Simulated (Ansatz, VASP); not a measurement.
**Cross-check of ZnS (Wurtzite-2H) between VASP and Ansatz**

Wanted: the spread between two codes on one cell, functional and k mesh. The cell is taken from a series of runs on this material, whose earlier steps may have relaxed, scaled, displaced or heated it; both programs get it as it stands.

Main program and level: Ansatz 0.2.0; plane waves, with VASP 6.6.1 beside it; zone-centre phonons at LDA.

## 1. The structure

Symmetry: P6_3mc, No. 186, hexagonal system. The conventional cell has a = 3.626 Å, b = 3.626 Å, c = 6.262 Å, α = 90.00°, β = 90.00°, γ = 120.00°. S has 4 Zn at 2.26 to 2.28 Å nearest. Zn has 4 S at 2.26 to 2.28 Å nearest. Farther neighbours and most contacts between anions are not listed.

## 2. VASP: zone-centre phonons, LDA

Second derivatives magnify differences that forces hide, and they need a tight electronic threshold.

Lines of VASP's logs that name or quote its potential files are left out, and so is its time.

The input, INCAR:

```
SYSTEM = ZnS
PREC = Accurate
ENCUT = 500
EDIFF = 1E-08
NELM = 120
ISMEAR = 0
SIGMA = 0.01
LREAL = .FALSE.
ALGO = Normal
GGA = CA
NBANDS = 24
LORBIT = 11
LWAVE = .FALSE.
LCHARG = .FALSE.
ISIF = 2
IBRION = 8
LEPSILON = .TRUE.
LASPH = .TRUE.
GGA_COMPAT = .FALSE.
EFERMI = MIDGAP
KPAR = 2
```

The input, POSCAR:

```
ZnS
1.0
    3.6260131719      0.0000000000      0.0000000000
   -1.8130065860      3.1402195213      0.0000000000
    0.0000000000      0.0000000000      6.2617666743
S Zn
2 2
Direct
    0.3333333333      0.6666666667      0.3743805585
    0.6666666667      0.3333333333      0.8743805585
    0.3333333333      0.6666666667      0.0106194415
    0.6666666667      0.3333333333      0.5106194415
```

The input, KPOINTS:

```
Automatic mesh
0
Gamma
12 12 8
0 0 0
```

Potentials, in the order of the species: S and Zn (LDA family, release 64).

Launch:

```sh
> mpirun -np 2 vasp_std
```

Numbers of over 12 decimals in the logs are rounded to 6 here.

Output:

```text
[banner, memory and clock lines left out]
running    2 mpi-ranks, on    1 nodes
 distrk:  each k-point on    1 cores,    2 groups
 distr:  one band on    1 cores,    1 groups

 POSCAR found type information on POSCAR S Zn
 POSCAR found :  2 types and       4 ions
 LDA part: xc-table for (Slater(with rela. corr.)+CA(PZ))
 , standard interpolation
 POSCAR, INCAR and KPOINTS ok, starting setup
 FFT: planning ... GRIDC
 FFT: planning ... GRID_SOFT
 FFT: planning ... GRID
 WAVECAR not read
 entering main loop
       N       E                     dE             d eps       ncg     rms          rms(c)
DAV:   1     0.232309502874E+03    0.23231E+03   -0.17164E+04  4560   0.183E+03
DAV:   2     0.345845025790E+01   -0.22885E+03   -0.22145E+03  4872   0.363E+02
DAV:   3    -0.168219793982E+02   -0.20280E+02   -0.20176E+02  5720   0.112E+02
DAV:   4    -0.172272937207E+02   -0.40531E+00   -0.40506E+00  5376   0.162E+01
DAV:   5    -0.172348787343E+02   -0.75850E-02   -0.75843E-02  5784   0.212E+00    0.118E+01
DAV:   6    -0.163523040775E+02    0.88257E+00   -0.19615E+00  6456   0.439E+01    0.875E+00
DAV:   7    -0.163500076285E+02    0.22964E-02   -0.18445E+00  4904   0.827E+00    0.339E+00
DAV:   8    -0.163246178150E+02    0.25390E-01   -0.68727E-02  6312   0.217E+00    0.104E+00
DAV:   9    -0.163223708551E+02    0.22470E-02   -0.22052E-02  6232   0.170E+00    0.298E-01
DAV:  10    -0.163224009263E+02   -0.30071E-04   -0.65336E-04  5672   0.370E-01    0.167E-01
DAV:  11    -0.163224196886E+02   -0.18762E-04   -0.70178E-05  5552   0.689E-02    0.689E-02
DAV:  12    -0.163224172506E+02    0.24381E-05   -0.81423E-06  6704   0.318E-02    0.931E-03
DAV:  13    -0.163224172755E+02   -0.24990E-07   -0.85605E-07  5944   0.101E-02    0.552E-03
DAV:  14    -0.163224173940E+02   -0.11849E-06   -0.56059E-07  5872   0.429E-03    0.215E-03
DAV:  15    -0.163224173551E+02    0.38967E-07   -0.28716E-07  6720   0.870E-03    0.142E-03
DAV:  16    -0.163224173553E+02   -0.21191E-09   -0.33283E-08  4752   0.259E-03
   1 F= -.16322417E+02 E0= -.16322417E+02  d E =0.000000E+00
 Linear response reoptimize wavefunctions to high precision
DAV:   1    -0.163224173556E+02   -0.35379E-09   -0.66384E-09  4504   0.637E-04
DAV:   2    -0.163224173557E+02   -0.10823E-09   -0.10531E-09  2816   0.291E-04
DAV:   3    -0.163224173558E+02   -0.55479E-10   -0.10646E-10  2696   0.768E-05
 Linear response G [H, r] |phi>, progress :
  Direction:   1
       N       E                     dE             d eps       ncg     rms
RMM:   1    -0.810781051185E+02   -0.81078E+02    0.50615E+02  8783   0.974E+01
RMM:   2    -0.898177797606E+02   -0.87397E+01   -0.31046E+01  7393   0.372E+01
RMM:   3    -0.904152549453E+02   -0.59748E+00   -0.24306E+00  8142   0.100E+01
RMM:   4    -0.904434269161E+02   -0.28172E-01   -0.12124E-01  8252   0.211E+00
RMM:   5    -0.904455626490E+02   -0.21357E-02   -0.16969E-02  8360   0.564E-01
RMM:   6    -0.904457319683E+02   -0.16932E-03   -0.39580E-03  8425   0.167E-01
RMM:   7    -0.904456889570E+02    0.43011E-04   -0.14290E-03  8535   0.562E-02
RMM:   8    -0.904456493853E+02    0.39572E-04   -0.60025E-04  8630   0.208E-02
RMM:   9    -0.904456260790E+02    0.23306E-04   -0.27302E-04  8500   0.842E-03
RMM:  10    -0.904456165504E+02    0.95286E-05   -0.31074E-05  6833   0.348E-03
RMM:  11    -0.904456126440E+02    0.39064E-05   -0.11617E-04  5841   0.176E-03
RMM:  12    -0.904456152518E+02   -0.26078E-05    0.34909E-06  5230   0.119E-03
RMM:  13    -0.904456095073E+02    0.57445E-05   -0.75208E-05  4858   0.917E-04
RMM:  14    -0.904456131750E+02   -0.36677E-05    0.14508E-04  4670   0.831E-04
RMM:  15    -0.904456087455E+02    0.44295E-05   -0.36301E-05  4443   0.777E-04
RMM:  16    -0.904456122267E+02   -0.34812E-05    0.15366E-04  4335   0.767E-04
RMM:  17    -0.904456081887E+02    0.40380E-05   -0.52360E-05  4188   0.748E-04
RMM:  18    -0.904456121584E+02   -0.39697E-05    0.11093E-04  4116   0.750E-04
 Linear response G [H, r] |phi>, progress :
  Direction:   2
       N       E                     dE             d eps       ncg     rms
RMM:   1    -0.961051800197E+02   -0.96105E+02    0.31131E+02  8815   0.937E+01
RMM:   2    -0.101731864364E+03   -0.56267E+01   -0.24683E+01  7308   0.354E+01
RMM:   3    -0.102309816650E+03   -0.57795E+00   -0.19409E+00  8137   0.919E+00
RMM:   4    -0.102338753964E+03   -0.28937E-01   -0.10116E-01  8174   0.200E+00
RMM:   5    -0.102340250881E+03   -0.14969E-02   -0.17934E-02  8314   0.572E-01
RMM:   6    -0.102340475581E+03   -0.22470E-03   -0.55341E-03  8346   0.182E-01
RMM:   7    -0.102340268806E+03    0.20678E-03   -0.15365E-03  8492   0.638E-02
RMM:   8    -0.102340236161E+03    0.32645E-04   -0.70307E-04  8578   0.244E-02
RMM:   9    -0.102340207133E+03    0.29028E-04   -0.29921E-04  8446   0.883E-03
RMM:  10    -0.102340191039E+03    0.16093E-04   -0.11993E-04  6724   0.370E-03
RMM:  11    -0.102340185667E+03    0.53723E-05   -0.61620E-05  5904   0.166E-03
[...]
RMM:   9    -0.103164889993E+01    0.18394E-04    0.10160E-06 28014   0.448E-03    0.119E-03
RMM:  10    -0.103164959957E+01   -0.69964E-06   -0.11060E-07 28136   0.187E-03    0.295E-04
RMM:  11    -0.103165429812E+01   -0.46985E-05    0.33338E-07 26505   0.718E-04    0.165E-04
RMM:  12    -0.103165396711E+01    0.33100E-06   -0.12685E-07 21843   0.306E-04    0.265E-05
[...]
RMM:  13    -0.111261355086E+01    0.14107E-06    0.88981E-08  4716   0.985E-05    0.129E-05
RMM:  14    -0.111261362025E+01   -0.69391E-07   -0.29063E-09  3357   0.570E-05    0.272E-06
 change of polarisation eV/A/(eV/A) component  3 :    -0.234    -0.193     2.122
 dielectric tensor                  component  3 :    -0.594    -0.490     6.384
 Linear response DOF=           4
 Linear response progress:
  Degree of freedom:   1/  4
       N       E                     dE             d eps       ncg     rms          rms(c)
RMM:   1    -0.105922356324E+00   -0.10592E+00    0.47018E-02 70102   0.204E+00
RMM:   2    -0.102749720202E+00    0.31726E-02   -0.65234E-03 42878   0.680E-01    0.179E-01
RMM:   3    -0.103186491767E+00   -0.43677E-03   -0.58814E-04 48554   0.163E-01    0.866E-02
RMM:   4    -0.103553278220E+00   -0.36679E-03   -0.85294E-05 47538   0.541E-02    0.213E-02
RMM:   5    -0.103612509262E+00   -0.59231E-04   -0.88458E-06 50081   0.145E-02    0.101E-02
RMM:   6    -0.103586493357E+00    0.26016E-04   -0.16066E-06 49955   0.512E-03    0.358E-03
RMM:   7    -0.103595670534E+00   -0.91772E-05   -0.13728E-07 47871   0.191E-03    0.873E-04
RMM:   8    -0.103594503474E+00    0.11671E-05   -0.40660E-08 50617   0.615E-04    0.616E-05
RMM:   9    -0.103593816653E+00    0.68682E-06   -0.40555E-08 49836   0.197E-04    0.520E-05
RMM:  10    -0.103593751051E+00    0.65602E-07   -0.75190E-09 51243   0.686E-05    0.114E-05
RMM:  11    -0.103593868592E+00   -0.11754E-06   -0.57376E-09 47698   0.326E-05    0.305E-06
RMM:  12    -0.103593837619E+00    0.30972E-07   -0.37360E-09 47663   0.155E-05    0.564E-07
RMM:  13    -0.103593837067E+00    0.55254E-09   -0.72077E-09 34681   0.777E-06    0.583E-07
 first order change of Fermi-energy  -0.55231E-01
 force on displaced ion       1 direction 1 :  -8.342   0.000   0.000
 Born effective charge ion    1 direction 1 :  -1.758  -0.000  -0.000
 Linear response progress:
  Degree of freedom:   2/  4
       N       E                     dE             d eps       ncg     rms          rms(c)
RMM:   1    -0.130830460403E+00   -0.13083E+00    0.58154E-02 16382   0.211E+00
RMM:   2    -0.125176965158E+00    0.56535E-02   -0.93371E-03  9341   0.826E-01    0.226E-01
RMM:   3    -0.125348290142E+00   -0.17132E-03   -0.13226E-03 10926   0.216E-01    0.110E-01
RMM:   4    -0.125553246484E+00   -0.20496E-03   -0.12709E-04  9908   0.717E-02    0.374E-02
RMM:   5    -0.125576650869E+00   -0.23404E-04   -0.29558E-05 10723   0.281E-02    0.967E-03
RMM:   6    -0.125563030216E+00    0.13621E-04   -0.78567E-06 11098   0.775E-03    0.519E-03
RMM:   7    -0.125563857934E+00   -0.82772E-06   -0.14368E-06 11426   0.207E-03    0.177E-03
RMM:   8    -0.125566136020E+00   -0.22781E-05   -0.53262E-07 10172   0.140E-03    0.273E-04
RMM:   9    -0.125566504455E+00   -0.36844E-06   -0.62974E-08 11522   0.375E-04    0.116E-04
RMM:  10    -0.125566488523E+00    0.15932E-07    0.19213E-08 11474   0.125E-04    0.391E-05
RMM:  11    -0.125566458164E+00    0.30359E-07    0.38124E-08 10415   0.501E-05    0.185E-05
RMM:  12    -0.125566407012E+00    0.51152E-07    0.37825E-08 11521   0.225E-05    0.436E-06
RMM:  13    -0.125566424706E+00   -0.17694E-07    0.16850E-08 10632   0.106E-05    0.290E-06
RMM:  14    -0.125566429135E+00   -0.44298E-08    0.43441E-08  8792   0.684E-06    0.575E-07
 first order change of Fermi-energy  -0.48449E-01
 force on displaced ion       1 direction 3 :   0.000   0.000 -11.468
 Born effective charge ion    1 direction 3 :  -0.000   0.000  -1.959
 Linear response progress:
  Degree of freedom:   3/  4
       N       E                     dE             d eps       ncg     rms          rms(c)
RMM:   1    -0.212649513325E+00   -0.21265E+00    0.95445E-03 42076   0.198E+00
RMM:   2    -0.210223949657E+00    0.24256E-02   -0.39280E-03 43399   0.477E-01    0.138E-01
RMM:   3    -0.210079012795E+00    0.14494E-03   -0.15118E-04 50084   0.764E-02    0.805E-02
RMM:   4    -0.209878091453E+00    0.20092E-03   -0.24939E-05 49932   0.278E-02    0.504E-03
RMM:   5    -0.209875589290E+00    0.25022E-05   -0.35204E-06 51352   0.530E-03    0.180E-03
RMM:   6    -0.209879541163E+00   -0.39519E-05   -0.38716E-07 51417   0.211E-03    0.303E-04
RMM:   7    -0.209880013507E+00   -0.47234E-06   -0.39483E-07 51681   0.633E-04    0.178E-04
RMM:   8    -0.209880253026E+00   -0.23952E-06   -0.20480E-07 51085   0.267E-04    0.365E-05
RMM:   9    -0.209880078177E+00    0.17485E-06   -0.85533E-08 51804   0.830E-05    0.211E-05
RMM:  10    -0.209879959745E+00    0.11843E-06   -0.16130E-08 50445   0.402E-05    0.232E-06
RMM:  11    -0.209879947591E+00    0.12154E-07   -0.14810E-08 50273   0.177E-05    0.101E-06
RMM:  12    -0.209879950714E+00   -0.31226E-08   -0.50056E-09 37975   0.105E-05    0.349E-07
 first order change of Fermi-energy  -0.11365E+00
 force on displaced ion       3 direction 1 :  -7.589   0.000   0.000
 Born effective charge ion    3 direction 1 :   1.757  -0.000  -0.000
 Linear response progress:
  Degree of freedom:   4/  4
       N       E                     dE             d eps       ncg     rms          rms(c)
RMM:   1    -0.221127820659E+00   -0.22113E+00    0.49426E-03  9552   0.198E+00
RMM:   2    -0.217665844855E+00    0.34620E-02   -0.44832E-03  9806   0.513E-01    0.172E-01
RMM:   3    -0.217398448061E+00    0.26740E-03   -0.25590E-04 11233   0.979E-02    0.894E-02
RMM:   4    -0.217138766594E+00    0.25968E-03   -0.99239E-05 11005   0.496E-02    0.230E-02
RMM:   5    -0.217090455781E+00    0.48311E-04   -0.30895E-05 11561   0.182E-02    0.720E-03
RMM:   6    -0.217095343110E+00   -0.48873E-05   -0.41543E-06 10727   0.561E-03    0.431E-03
RMM:   7    -0.217102926780E+00   -0.75837E-05    0.23670E-07 11001   0.318E-03    0.103E-03
RMM:   8    -0.217104535101E+00   -0.16083E-05   -0.67794E-07 11344   0.984E-04    0.247E-04
RMM:   9    -0.217104159498E+00    0.37560E-06   -0.62151E-07 11665   0.318E-04    0.763E-05
RMM:  10    -0.217103912135E+00    0.24736E-06   -0.22284E-07 11697   0.140E-04    0.318E-05
RMM:  11    -0.217103883830E+00    0.28306E-07   -0.15735E-07 11713   0.503E-05    0.946E-06
RMM:  12    -0.217103897874E+00   -0.14045E-07    0.22485E-09 11697   0.247E-05    0.820E-06
RMM:  13    -0.217103904203E+00   -0.63284E-08   -0.36080E-08 10441   0.136E-05    0.159E-06
 first order change of Fermi-energy   0.48420E-01
 force on displaced ion       3 direction 3 :  -0.000   0.000  -9.677
 Born effective charge ion    3 direction 3 :  -0.000   0.000   1.959
 Born effective charges drift removed
 Linear response finished
```

(Part 1 of 3 ends here.)

[Lines on the potential files, build, host, timing and source positions are cut from VASP's logs without a mark.]

[Logs are printed without paths, hosts, clocks, repeated set-up lines and the standing remarks that a program may print on its own settings, such as how far it seeks lower states.]

[Hosts, paths, dates, database ids (printed as entryN), source tags and the programs' standing remarks are cut or masked in the printed files.]
